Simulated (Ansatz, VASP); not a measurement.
## One calculation of NaGeCl3, two programs

```xyz
5
Lattice="5.2437 0.0000 0.0000 0.0000 5.2437 0.0000 0.0000 0.0000 5.2437" Properties=species:S:1:pos:R:3 pbc="T T T"
Na    0.0000    0.0000    0.0000
Ge    2.6219    2.6219    2.6219
Cl    2.6219    2.6219    0.0000
Cl    2.6219    0.0000    2.6219
Cl    0.0000    2.6219    2.6219
```

The cell comes from a database or a generator and needn't be the stable form of this composition.

Alike in both runs: task single point; functional PBE; k mesh 4 × 4 × 4; occupations gaussian, width 0.05 eV; no spin polarisation.

|  | VASP | Ansatz |
| --- | --- | --- |
| version | VASP 6.6.1 | Ansatz 0.2.0 |
| potentials or method | VASP PAW PBE potentials, release 64 (Na_pv, Ge_d, Cl) | scalar-relativistic, plane waves, PAW |
| plane-wave cutoff (eV) | 520 | 420 |
| valence electrons in the cell | 42 | 44 |

|  | VASP | Ansatz | Ansatz less VASP |
| --- | --- | --- | --- |
| gap on the k mesh at the Fermi level (eV) | 0.83 | 0.82 | -0.005 |
| least direct gap on the mesh (eV) | 0.83 | 0.82 | -0.005 |
| pressure (GPa) | -0.1 | -0.1 | +0.04 |

The two sets of potentials don't hold the same shells in valence.

A k mesh can miss the band edges. As with any semilocal functional, this PBE gap is likely too small.
